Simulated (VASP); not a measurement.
Consider the following.

```xyz
3
Lattice="2.6793 0.0000 0.0000 -1.3397 2.3204 0.0000 0.0000 0.0000 17.6887" Properties=species:S:1:pos:R:3 pbc="T T T"
Si     0.0000     0.0000     8.8444
O      0.0000     1.5469     9.7454
O      1.3397     0.7735     7.9433
```

All values below come from r2SCAN meta-GGA, VASP's PBE PAW potentials (set 64) (plane waves; VASP). Numerical set-up: 520 eV cut-off, 11×11×1 Γ-centred mesh, tetrahedra with Blöchl corrections, potentials Si O.

The cell holds a wide vacuum, so values per volume refer to the whole cell.

Question: Give the energies of bands 3 to 11 at the high-symmetry points, in eV from the valence-band maximum.

Answer: 
```tsv
band	Γ	M	K
3	-4.63	-8.22	-7.90
4	-2.13	-6.31	-5.75
5	-2.13	-3.94	-5.75
6	-0.93	-1.68	-4.04
7	-0.93	-1.38	-0.65
8	-0.62	-0.87	-0.65
9	7.81	9.23	12.09
10	9.47	11.66	15.29
11	9.49	13.97	15.32
```

The gap is indirect, 7.81 eV, from the valence maximum at K-Γ at 0.58 to the conduction minimum at Γ.

The cell is a sheet with vacuum, built from a generated structure.
